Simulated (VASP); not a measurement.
Method: PBE GGA, VASP's PBE PAW potentials (set 64) (plane waves; VASP).

VASP input:

### KPOINTS
```
Regular mesh
0
Gamma
6 6 5
```

### INCAR
```
SYSTEM = P
PREC = Accurate
ENCUT = 400
EDIFF = 1E-6
NELM = 100
ALGO = Normal
LREAL = .FALSE.
LASPH = .TRUE.
ISMEAR = 0
SIGMA = 0.05
GGA = PE
LWAVE = .FALSE.
LCHARG = .FALSE.
ISIF = 2
```

File POSCAR:
```
P
5.240
  0.3158396947  -1.0000000000   0.0000000000
  0.3158396947   1.0000000000   0.0000000000
  0.0000000000   0.0000000000   0.8358778626
P
4
Cart
  0.3158396947   0.7966000000   0.7685061069
  0.3158396947   0.2034000000   0.3505671756
  0.3158396947  -0.2034000000   0.4853106870
  0.3158396947  -0.7966000000   0.0673717557
```

POTCAR, in this order: P (PBE.64 set). Program: vasp_std.

Q: What does the run give for the energy per atom (σ→0), pressure?

A: 
```yaml
energy per atom (σ→0): -5.364 eV/atom
pressure: 1.94 GPa
```

OSZICAR:
```
...
DAV:   6    -0.215016362780E+02    0.10716E+00   -0.67680E-02  1332   0.159E+00    0.609E+00
DAV:   7    -0.214570862345E+02    0.44550E-01   -0.11468E-01  1362   0.214E+00    0.281E-01
DAV:   8    -0.214570099107E+02    0.76324E-04   -0.10530E-02  1302   0.712E-01    0.137E-01
DAV:   9    -0.214570801378E+02   -0.70227E-04   -0.42914E-04  1470   0.151E-01    0.706E-02
DAV:  10    -0.214570991998E+02   -0.19062E-04   -0.61555E-05  1338   0.503E-02    0.280E-02
DAV:  11    -0.214571076729E+02   -0.84731E-05   -0.12384E-05  1398   0.300E-02    0.101E-02
DAV:  12    -0.214571080252E+02   -0.35225E-06   -0.44108E-07   828   0.493E-03
   1 F= -.21457108E+02 E0= -.21457058E+02  d E =-.995744E-04
```

The compound is P in the black structure. The cell was not relaxed at this level.
